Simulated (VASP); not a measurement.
```yaml
crystal:
  lattice:
    - [4.43745, 0.00000, 0.00000]
    - [0.00000, 4.43745, 0.00000]
    - [0.00000, 0.00000, 4.43745]
  atoms:
    - { symbol: Cs, position: [0.00000, 0.00000, 0.00000] }
    - { symbol: I, position: [0.50000, 0.50000, 0.50000] }
```

All values below come from optB86b-vdW, VASP's PBE PAW potentials (set 64) (plane waves; VASP). Numerical set-up: 520 eV cut-off, 6×6×6 Γ-centred mesh, Gaussian smearing of 0.050 eV, potentials Cs_sv I.

Unless said otherwise, spin-orbit coupling is left out, though it shifts the bands of the heavy elements here.

Problem. Predict the energy per atom (σ→0), pressure, band gap (on the k-mesh) with the smallest direct gap where there is one.

Solution. 
- band gap (on the k-mesh) = 4.00 eV
- smallest direct gap (on the k-mesh) = 4.07 eV
- energy per atom (σ→0) = -0.435 eV/atom
- pressure = 10.2 kbar

Total energies compare only between runs with the same potentials, cut-off and functional.

The compound is CsI in the CsCl type structure. This cell is one point of a volume scan, at 0.94 of the reference volume.
